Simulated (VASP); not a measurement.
Consider the following.

```xyz
1
Lattice="-2.1976 2.1976 2.1976 2.1976 -2.1976 2.1976 2.1976 2.1976 -2.1976" Properties=species:S:1:pos:R:3 pbc="T T T"
K      2.1976     2.1976     2.1976
```

Computed with PBEsol GGA, VASP's PBE PAW potentials (set 64) (plane waves; VASP 6.6.1). Settings: 500 eV cut-off, 12×12×12 Γ-centred mesh, first-order Methfessel-Paxton smearing of 0.10 eV, potentials K_sv.

Energy and stress use the plane-wave basis of the starting cell.

Q: The ions, cell shape and volume at an external pressure of 10.0 GPa are relaxed. Predict the relaxed structure.

A: 
```xyz
1
Lattice="-2.0507 2.0507 2.0507 2.0507 -2.0507 2.0507 2.0507 2.0507 -2.0507" Properties=species:S:1:pos:R:3 pbc="T T T"
K      0.0000     0.0000     0.0000
```
Space group Im-3m (229), at a tolerance of 0.03 Å.

Q: How do energy and volume change from the first to the last step?

A: The energy (σ→0) changes by +358.8 meV/atom and the volume by -18.7 %, in 3 ionic steps.

The compound is K in the bcc structure. This run relaxes it under an external pressure of 10 GPa. Symmetry was kept, so distortions that lower it aren't found.
